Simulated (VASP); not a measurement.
OSZICAR of a VASP run on TePb2Se (space group R-3m):

**OSZICAR**
```
       N       E                     dE             d eps       ncg     rms          rms(c)
DAV:   1     0.215869614449E+03    0.21587E+03   -0.16649E+04   912   0.143E+03
DAV:   2    -0.129471654775E+03   -0.34534E+03   -0.34156E+03   976   0.401E+02
DAV:   3    -0.162607411157E+03   -0.33136E+02   -0.32797E+02  1168   0.139E+02
DAV:   4    -0.163722464490E+03   -0.11151E+01   -0.11144E+01  1024   0.328E+01
DAV:   5    -0.163775889226E+03   -0.53425E-01   -0.53418E-01  1320   0.618E+00    0.433E+00
DAV:   6    -0.158562775172E+03    0.52131E+01   -0.41764E+00  1184   0.317E+01    0.349E+00
DAV:   7    -0.154445340956E+03    0.41174E+01   -0.10980E+00   912   0.858E+00    0.209E+00
DAV:   8    -0.154451131638E+03   -0.57907E-02   -0.18005E+00  1104   0.676E+00    0.794E-01
DAV:   9    -0.154560397606E+03   -0.10927E+00   -0.23104E-01   944   0.349E+00    0.571E-01
DAV:  10    -0.154436974886E+03    0.12342E+00   -0.50937E-02  1080   0.165E+00    0.317E-01
DAV:  11    -0.154595145422E+03   -0.15817E+00   -0.32684E-01  1048   0.363E+00    0.158E-01
DAV:  12    -0.154581117900E+03    0.14028E-01   -0.18634E-02  1184   0.965E-01    0.170E-01
DAV:  13    -0.154604505155E+03   -0.23387E-01   -0.17127E-02  1040   0.734E-01    0.798E-02
DAV:  14    -0.154600644171E+03    0.38610E-02   -0.27734E-02  1008   0.123E+00    0.124E-01
DAV:  15    -0.154610124314E+03   -0.94801E-02   -0.82273E-03  1056   0.607E-01    0.184E-02
DAV:  16    -0.154610062044E+03    0.62270E-04   -0.16625E-03  1128   0.266E-01    0.261E-02
DAV:  17    -0.154610566787E+03   -0.50474E-03   -0.43993E-04   976   0.142E-01    0.335E-02
DAV:  18    -0.154610563515E+03    0.32721E-05   -0.10570E-05  1184   0.289E-02    0.310E-02
DAV:  19    -0.154610608536E+03   -0.45021E-04   -0.37449E-05   840   0.367E-02    0.149E-02
DAV:  20    -0.154610697400E+03   -0.88864E-04   -0.12289E-04  1176   0.645E-02    0.320E-03
DAV:  21    -0.154610701519E+03   -0.41193E-05   -0.12428E-05   960   0.229E-02    0.718E-03
DAV:  22    -0.154610701563E+03   -0.43598E-07   -0.37664E-07   728   0.732E-03
   1 F= -.15461070E+03 E0= -.15461070E+03  d E =-.154611E+03
```

Problem. Which electronic solver shows in the log?

Solution. It is blocked Davidson (ALGO = Normal, or the opening steps of other solvers). The INCAR had ALGO = Normal.

Problem. Can the final energy be trusted as converged?

Solution. The calculation finished and met its thresholds. It stopped with EDIFF = 1E-6, NELM = 100, NSW = 60 and EDIFFG = -0.02 after 1 ionic step (r2SCAN meta-GGA, plane waves, VASP's PBE PAW potentials (set 64)).

The structure comes from a computed database's TePb2Se entry (R-3m); how it stands against other phases isn't given here. It was relaxed first. The start is the result of an earlier pass.
